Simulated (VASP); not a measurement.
All values below come from HSE06 screened hybrid, VASP's PBE PAW potentials (set 64) (plane waves; VASP 6.6.1).

A VASP calculation is set up with these files.

INCAR:
```
AEXX  =  0.25
ALGO  =  Normal
EDIFF  =  1E-5
ENCUT  =  380
GGA  =  PE
HFSCREEN  =  0.2
ISMEAR  =  0
ISYM  =  0
LASPH  =  T
LCHARG  =  F
LHFCALC  =  T
LMAXMIX  =  4
LORBIT  =  11
LREAL  =  Auto
LWAVE  =  F
NEDOS  =  601
NELM  =  50
NELMIN  =  4
PREC  =  Normal
PRECFOCK  =  Fast
SIGMA  =  0.05
SYSTEM  =  Te54
```

POSCAR:
```
Te54
12.8509540
  0.5219127312  -0.9013253097  -0.0384994276
  0.5012674374   0.8898438551   0.0346534530
 -0.0036234560   0.0388434934   1.0000000099
Te
54
Cartesian
  0.8437978983   0.0489693780   0.6344181040
  0.3260503397  -0.0910057696   0.2305883388
  0.5325072107   0.4656235605   0.8918401415
  0.4842570387   0.1088546328   0.3365591374
  0.3194231763   0.0725814657   0.4902162416
  0.1500296908   0.2044449285   0.3608017856
  0.2825348621  -0.3004038350   0.1805489667
  0.4641008736  -0.0312510576   0.9673695745
  0.5375499873   0.1755821852   0.0912508702
  0.5503405504   0.2889180075   0.6156561509
  0.4413816899   0.7178326126   0.8778745300
  0.7351435240  -0.2231489623   0.8361026871
  0.2300874827   0.2231699685   0.9970239734
  0.7174972343   0.0440184615   0.4031221183
  0.4047126710   0.6216406465   0.2382110493
  0.3406350268  -0.4446225349   0.5117523111
  0.5833632222  -0.2821976542   0.0738511681
  0.6521050763  -0.1273903044   0.2113549662
  0.6236857920   0.6321751768   0.0523000415
  0.6480661140  -0.4506214273   0.5346834054
  0.6572096537   0.5423844417   0.4001874233
  0.1341000219   0.1885814926   0.7722395315
  0.5262555836   0.0443233142   0.6594320545
  0.5151458494   0.7399625675   0.3875410438
  0.6096988107  -0.1513014539   0.4360942386
  0.3259826054  -0.0010684269   0.7786079756
  0.2711062826  -0.4181861017   0.8547013000
  0.5427284279   0.3936047570   0.1267725313
  0.3220856024   0.2298315300   0.1943018446
  0.8003001065   0.2557470995   0.8435727215
  0.2752079261   0.3475087163   0.7032765039
  0.2099906300  -0.0150319097   0.9902070570
  0.7938562569   0.1947475465   0.0777665100
  0.3558713348   0.5695655551   0.5830839481
  0.5680220913   0.5119494826   0.6280376027
  0.5222484574  -0.2448581771   0.7255824150
  0.5076257522  -0.4293695294   0.8374743019
  0.2857638055  -0.1961624196   0.6934559327
  0.4835813940  -0.5665692116   0.6404395434
  0.9272883805   0.0362121132   0.8452885281
  0.9358862989   0.0413098833   0.3295194640
  0.5707469840   0.3264191683   0.3653676322
  0.5327843865  -0.8054571627   0.4941100388
  0.6523566746   0.0118767131   0.8435401624
  0.4883304061  -0.3642031351   0.3717110624
  0.5276085343  -0.6776075838   0.0150204275
  0.7475174439  -0.4338047394   0.1072186465
  0.2608569054   0.4588102837   0.9118647052
  0.8162839939   0.2790781644   0.3226822089
  0.3009200924  -0.1419622591   0.4511384238
  0.8406334267  -0.0193688776   0.0982077166
  0.2950864111   0.4909105276   0.3823547162
  0.5263740758  -0.5551029822   0.2170379255
  0.5088502186   0.2534263945   0.8459321404
```

**KPOINTS**
```
Automatic mesh
0
Gamma
1 1 1
0 0 0
```

POTCAR, in this order: Te (PBE.64 set). Program: vasp_gam. Read from the step before: WAVECAR.

The run wrote:

**OSZICAR**
```
       N       E                     dE             d eps       ncg     rms          rms(c)
DAV:   1    -0.209094701833E+03   -0.20909E+03   -0.45662E+01   392   0.144E+01    0.859E+01
DAV:   2    -0.209356002396E+03   -0.26130E+00   -0.10909E+00   512   0.234E+00    0.560E+01
DAV:   3    -0.209331873856E+03    0.24129E-01   -0.96714E-02   468   0.497E-01    0.354E+01
DAV:   4    -0.209324958338E+03    0.69155E-02   -0.26114E-02   476   0.235E-01    0.219E+01
DAV:   5    -0.209322187664E+03    0.27707E-02   -0.36372E-03   436   0.106E-01    0.134E+01
DAV:   6    -0.209321407853E+03    0.77981E-03   -0.15172E-03   428   0.686E-02    0.811E+00
DAV:   7    -0.209321316384E+03    0.91469E-04   -0.50277E-04   436   0.362E-02    0.486E+00
DAV:   8    -0.209321329031E+03   -0.12647E-04   -0.10593E-04   440   0.183E-02    0.290E+00
DAV:   9    -0.209321360846E+03   -0.31815E-04   -0.28988E-05   276   0.106E-02    0.174E+00
DAV:  10    -0.209321387765E+03   -0.26919E-04   -0.14939E-05   252   0.787E-03    0.104E+00
DAV:  11    -0.209321405925E+03   -0.18159E-04   -0.58871E-06   252   0.513E-03    0.621E-01
DAV:  12    -0.209321417689E+03   -0.11764E-04   -0.33726E-06   236   0.372E-03    0.369E-01
DAV:  13    -0.209321425100E+03   -0.74110E-05   -0.18675E-06   236   0.265E-03
   1 F= -.20932143E+03 E0= -.20932143E+03  d E =-.830702E-11
```

**OUTCAR**
```
------------------------ aborting loop because EDIFF is reached ----------------------------------------
  volume of cell :     1941.40
      direct lattice vectors                 reciprocal lattice vectors
     6.707076501-11.582890094 -0.494754372     0.075580978 -0.042651511  0.001930598
     6.441764780 11.435342449  0.445329930     0.076544952  0.044385176 -0.001446718
    -0.046564866  0.499175947 12.850954128     0.000257278 -0.003180158  0.077939694
 POSITION                                       TOTAL-FORCE (eV/Angst)
 -----------------------------------------------------------------------------------
     10.84361      0.62930      8.15288         0.436385      0.055722      0.181346
      4.19006     -1.16951      2.96328        -0.131300     -0.389782      0.180816
      6.84323      5.98371     11.46100         0.148828     -0.444228      0.141738
      6.22316      1.39889      4.32511        -0.211733      0.163793      0.186256
      4.10489      0.93274      6.29975         0.229639     -0.294421     -0.314237
      1.92802      2.62731      4.63665        -0.062366      0.163816     -0.261956
      3.63084     -3.86048      2.32023        -0.341465      0.289836      0.109253
      5.96414     -0.40161     12.43162        -0.080707      0.092431     -0.382940
      6.90803      2.25640      1.17266        -0.129362      0.481879      0.120316
      7.07240      3.71287      7.91177         0.015462      0.252767      0.202854
      5.67218      9.22483     11.28153        -0.368416      0.309133      0.013088
      9.44730     -2.86768     10.74472         0.234070     -0.183020      0.018691
      2.95684      2.86795     12.81271        -0.026292      0.031038      0.332279
      9.22052      0.56568      5.18050         0.097311     -0.238405     -0.137004
      5.20094      7.98868      3.06124         0.005768     -0.006785      0.499476
      4.37749     -5.71382      6.57651         0.428827     -0.024535     -0.071214
      7.49677     -3.62651      0.94906         0.352127     -0.006254      0.321658
      8.38017     -1.63709      2.71611        -0.044805     -0.216898     -0.000235
      8.01496      8.12405      0.67211         0.298096      0.206259      0.183691
      8.32827     -5.79092      6.87119         0.009497     -0.323951      0.325591
      8.44577      6.97016      5.14279         0.094371     -0.041579     -0.114725
      1.72331      2.42345      9.92401         0.265088      0.346127     -0.052979
      6.76289      0.56960      8.47433         0.048215     -0.046306      0.412188
      6.62012      9.50922      4.98027        -0.242579     -0.045629     -0.307938
      7.83521     -1.94437      5.60423         0.169649      0.254088     -0.390397
      4.18919     -0.01373     10.00586         0.199061     -0.321043      0.148690
      3.48397     -5.37409     10.98373        -0.009359     -0.448745     -0.119433
      6.97458      5.05820      1.62915        -0.022353     -0.400258     -0.177316
      4.13911      2.95355      2.49696        -0.045646     -0.117294     -0.267766
     10.28462      3.28659     10.84071        -0.008093      0.330276      0.374821
      3.53668      4.46582      9.03777        -0.509894      0.077445      0.095040
      2.69858     -0.19317     12.72511         0.036116     -0.168029     -0.104785
     10.20181      2.50269      0.99937         0.282499     -0.354239     -0.183734
      4.57329      7.31946      7.49318         0.261637     -0.271344     -0.194529
      7.29963      6.57904      8.07088        -0.379773     -0.279936     -0.263478
      6.71139     -3.14666      9.32443        -0.160516     -0.302619      0.258080
      6.52348     -5.51781     10.76234        -0.127569      0.270130     -0.470365
      3.67234     -2.52087      8.91157         0.374357      0.306025      0.131876
      6.21448     -7.28095      8.23026         0.097193      0.455072     -0.066062
     11.91654      0.46536     10.86276        -0.091413     -0.298340     -0.310796
     12.02703      0.53087      4.23464        -0.161402     -0.175488      0.367109
      7.33464      4.19480      4.69532         0.056687     -0.000086     -0.068596
      6.84679    -10.35089      6.34979        -0.411620     -0.069109     -0.129308
      8.38341      0.15263     10.84030        -0.426349     -0.078703     -0.136427
      6.27551     -4.68036      4.77684        -0.206285     -0.210907      0.255668
      6.78027     -8.70790      0.19303        -0.018568      0.097044      0.208603
      9.60631     -5.57480      1.37786        -0.163068      0.197122     -0.141852
      3.35226      5.89615     11.71833        -0.054270      0.104566     -0.042162
     10.49003      3.58642      4.14677         0.171609      0.044245     -0.179321
      3.86711     -1.82435      5.79756         0.017873      0.406928     -0.183013
     10.80294     -0.24891      1.26206        -0.162803      0.433977     -0.008347
      3.79214      6.30867      4.91362         0.216103      0.350741      0.018646
      6.76441     -7.13360      2.78914        -0.058881     -0.384207      0.100725
      6.53921      3.25677     10.87104         0.110419      0.421684     -0.107584
 -----------------------------------------------------------------------------------
    total drift:                                0.044841     -0.029123      0.057719
  FREE ENERGIE OF THE ION-ELECTRON SYSTEM (eV)
  ---------------------------------------------------
  free  energy   TOTEN  =      -209.3214251000 eV

  energy  without entropy=     -209.3214251000  energy(sigma->0) =     -209.32142510

  exchange ACFDT corr.  =         0.00000000  see jH, gK, PRB 81, 115126

 total charge

# of ion       s       p       d       tot
------------------------------------------
    1        1.384   1.945   0.036   3.365
    2        1.381   1.942   0.036   3.359
    3        1.394   1.888   0.051   3.333
    4        1.399   1.874   0.046   3.319
    5        1.375   1.949   0.038   3.361
    6        1.392   1.922   0.036   3.350
    7        1.386   1.906   0.043   3.334
    8        1.395   1.885   0.036   3.317
    9        1.394   1.899   0.042   3.336
   10        1.399   1.892   0.041   3.332
   11        1.381   1.937   0.032   3.350
   12        1.409   1.855   0.047   3.311
   13        1.401   1.878   0.054   3.333
   14        1.397   1.895   0.044   3.337
   15        1.393   1.897   0.046   3.336
   16        1.386   1.923   0.041   3.351
   17        1.380   1.950   0.037   3.367
   18        1.419   1.849   0.048   3.316
   19        1.386   1.924   0.039   3.349
   20        1.401   1.889   0.054   3.344
   21        1.399   1.890   0.051   3.340
   22        1.380   1.972   0.033   3.384
   23        1.381   1.939   0.034   3.355
   24        1.391   1.938   0.039   3.368
   25        1.382   1.943   0.033   3.358
   26        1.415   1.809   0.064   3.288
   27        1.391   1.924   0.041   3.356
   28        1.398   1.887   0.042   3.327
   29        1.403   1.857   0.052   3.312
   30        1.386   1.924   0.041   3.350
   31        1.391   1.898   0.050   3.339
   32        1.393   1.913   0.040   3.346
   33        1.406   1.840   0.054   3.299
   34        1.382   1.926   0.035   3.343
...
```
(Selected blocks of OUTCAR.)
